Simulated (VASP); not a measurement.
All values below come from PBEsol GGA with spin-orbit coupling, VASP's PBE PAW potentials (set 64) (plane waves; VASP 6.6.1).

The input files of a VASP run:

### KPOINTS_OPT
```
k-points along high-symmetry lines
5
Line-mode
Reciprocal
  0.000000   0.000000   0.000000 ! GAMMA
  0.000000   0.000000   0.500000 ! X

  0.000000   0.000000   0.500000 ! X
  0.250000   0.250000   0.250000 ! P

  0.250000   0.250000   0.250000 ! P
  0.000000   0.500000   0.000000 ! N

  0.000000   0.500000   0.000000 ! N
  0.000000   0.000000   0.000000 ! GAMMA

  0.000000   0.000000   0.000000 ! GAMMA
  0.500000   0.500000  -0.500000 ! M

  0.500000   0.500000  -0.500000 ! M
  0.271812   0.728188  -0.271812 ! S

 -0.271812   0.271812   0.271812 ! S_0
  0.000000   0.000000   0.000000 ! GAMMA

  0.000000   0.000000   0.500000 ! X
 -0.043624   0.043624   0.500000 ! R

  0.500000   0.500000  -0.043624 ! G
  0.500000   0.500000  -0.500000 ! M
```

**INCAR**
```
SYSTEM = GeRh
PREC = Accurate; ENCUT = 400; LREAL = .FALSE.
LASPH = .TRUE.
EDIFF = 1E-6; NELM = 100; ALGO = Normal
LMAXMIX = 4
ISMEAR = 0; SIGMA = 0.05
GGA = PS; GGA_COMPAT = .FALSE.
MAGMOM = 0 0 0 0 0 0 0 0 0 0 0 0
LSORBIT = .TRUE.
LWAVE = .FALSE.; LCHARG = .FALSE.
```

**KPOINTS**
```
Automatic mesh
0
Gamma
11 11 11
0 0 0
```

### POSCAR
```
GeRh
1
   -1.7209078279     1.7209078279     4.9428016395
    1.7209078279    -1.7209078279     4.9428016395
    1.7209078279     1.7209078279    -4.9428016395
Rh Ge
2 2
Direct
  0.7429557292   0.7429557292   0.0000000000
  0.4929557292   0.9929557292   0.5000000000
  0.1730442708   0.1730442708   0.0000000000
  0.9230442708   0.4230442708   0.5000000000
```

POTCAR, in this order: Rh_pv Ge_d (PBE.64 set). Program: vasp_ncl.

Output of the run:

OSZICAR:
```
       N       E                     dE             d eps       ncg     rms          rms(c)
DAV:   1     0.791598564867E+03    0.79160E+03   -0.24375E+04 43188   0.392E+03
DAV:   2     0.100838125173E+03   -0.69076E+03   -0.67271E+03 31416   0.103E+03
DAV:   3    -0.201085738333E+02   -0.12095E+03   -0.11589E+03 32676   0.258E+02
DAV:   4    -0.288603161103E+02   -0.87517E+01   -0.85357E+01 36676   0.760E+01
DAV:   5    -0.291147745481E+02   -0.25446E+00   -0.25335E+00 35232   0.139E+01    0.152E+01
DAV:   6    -0.285005699137E+02    0.61420E+00   -0.42090E+00 34112   0.149E+01    0.514E+00
DAV:   7    -0.283403624345E+02    0.16021E+00   -0.76257E-01 35136   0.888E+00    0.421E+00
DAV:   8    -0.282976426456E+02    0.42720E-01   -0.15358E-01 34792   0.297E+00    0.798E-01
DAV:   9    -0.282967094909E+02    0.93315E-03   -0.13044E-02 38192   0.127E+00    0.293E-01
DAV:  10    -0.282961709079E+02    0.53858E-03   -0.15986E-03 40988   0.566E-01    0.131E-01
DAV:  11    -0.282961557750E+02    0.15133E-04   -0.38747E-04 38120   0.225E-01    0.339E-02
DAV:  12    -0.282961544462E+02    0.13289E-05   -0.53271E-05 33928   0.100E-01    0.105E-02
DAV:  13    -0.282961552818E+02   -0.83563E-06   -0.25163E-06 28020   0.177E-02
   1 F= -.28296155E+02 E0= -.28295572E+02  d E =-.116740E-02  mag=     0.0000    -0.0000     0.0000
       N       E                     dE             ncg
```

OUTCAR:
```
------------------------ aborting loop because EDIFF is reached ----------------------------------------
  FORCE on cell =-STRESS in cart. coord.  units (eV):
  Direction    XX          YY          ZZ          XY          YZ          ZX
  --------------------------------------------------------------------------------------
  Total        0.1306406      0.1306406      0.0239433      0.0000000      0.0000000      0.0000000
  in kB        3.5747071      3.5747071      0.6551572      0.0000000      0.0000000      0.0000000
  external PRESSURE =       2.6015238 kB  Pullay stress =       0.0000000 kB
  volume of cell :       58.55
      direct lattice vectors                 reciprocal lattice vectors
    -1.720907828  1.720907828  4.942801639     0.000000000  0.290544323  0.101157205
     1.720907828 -1.720907828  4.942801639     0.290544323  0.000000000  0.101157205
     1.720907828  1.720907828 -4.942801639     0.290544323  0.290544323  0.000000000
 POSITION                                       TOTAL-FORCE (eV/Angst)
 -----------------------------------------------------------------------------------
      0.00000      0.00000      7.34457         0.000000      0.000000      0.005191
      1.72091      0.00000      4.87316        -0.000000     -0.000000      0.005191
      0.00000      0.00000      1.71065        -0.000000      0.000000     -0.005191
     -0.00000      1.72091      4.18205         0.000000     -0.000000     -0.005191
 -----------------------------------------------------------------------------------
    total drift:                                0.000002      0.000002      0.000701
  FREE ENERGIE OF THE ION-ELECTRON SYSTEM (eV)
  ---------------------------------------------------
  free  energy   TOTEN  =       -28.2961552818 eV

  energy  without entropy=      -28.2949878771  energy(sigma->0) =      -28.29557158

 Ion:    1  E_soc:     -0.3010665

 Ion:    2  E_soc:     -0.3010665

 Ion:    3  E_soc:     -0.0185493

 Ion:    4  E_soc:     -0.0185493
```
(Selected blocks of OUTCAR.)

The structure was generated: GeRh was put into the NbAs type (I4_1md), which need not be its known phase. It was relaxed first.
